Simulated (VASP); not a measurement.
An input for Ansatz (written as the equivalent of a VASP run, and not itself run):

Ansatz 0.2 input:
```yaml
crystal:
  lattice:
    - [4.3124071, 0.0000000, 0.0000000]
    - [-2.1562035, 3.7346536, 0.0000000]
    - [0.0000000, 0.0000000, 7.0668286]
  atoms:
    - { symbol: Ge, position: [0.3333330, 0.6666670, 0.9997171] }
    - { symbol: Ge, position: [0.6666670, 0.3333330, 0.4997171] }
    - { symbol: Sn, position: [0.3333330, 0.6666670, 0.3752829] }
    - { symbol: Sn, position: [0.6666670, 0.3333330, 0.8752829] }
kpoints:
  mp_grid: { grid: [8, 8, 5] }
hamiltonian:
  xc: pbesol
  pseudopotentials: { kind: paw }
scf:
  occupations: { method: methfessel_paxton, width: 0.1 }
  max_iter: 100
relax:
  max_steps: 40
  f_tol: 0.02
  cell: {}
output: { forces: true, stress: true, eigenvalues: true }
```

Task: Translate this input to VASP (INCAR, KPOINTS, POSCAR, choice of POTCAR).

Result: This is not unique; one that fits is 
POSCAR:
```
GeSn
1
    4.3124070998     0.0000000000     0.0000000000
   -2.1562035499     3.7346536087    -0.0000000000
    0.0000000000     0.0000000000     7.0668286193
Ge Sn
2 2
Direct
  0.3333330000   0.6666670000   0.9997170860
  0.6666670000   0.3333330000   0.4997170860
  0.3333330000   0.6666670000   0.3752829140
  0.6666670000   0.3333330000   0.8752829140
```

File KPOINTS:
```
Regular mesh
0
gamma
 8 8 5
```

**INCAR**
```
! general
SYSTEM  = GeSn
PREC    = Accurate
ENCUT   = 500
LREAL   = .FALSE.
LASPH   = .TRUE.

! electronic loop
EDIFF   = 1E-6
NELM    = 100
ALGO    = Normal
LMAXMIX = 4

! smearing
ISMEAR  = 1
SIGMA   = 0.1

! functional
GGA     = PS

! ions
IBRION  = 2
NSW     = 40
ISIF    = 3
EDIFFG  = -0.02

! output
LWAVE   = .FALSE.
LCHARG  = .FALSE.
```

POTCAR, in this order: Ge_d Sn_d (PBE.64 set). Program: vasp_std.

Limits of the translation: each code has its own PAW files, so the cut-off isn't converted (ENCUT is set for VASP's; basis.ecutwfc is left out, and Ansatz then takes the one that its files recommend); Ansatz stops its SCF on the density residual and VASP on the energy change (EDIFF).

The structure was generated: GeSn was put into the wurtzite type (P6_3mc), which need not be its known phase. This run relaxes it. Symmetry was kept, so distortions that lower it aren't found.
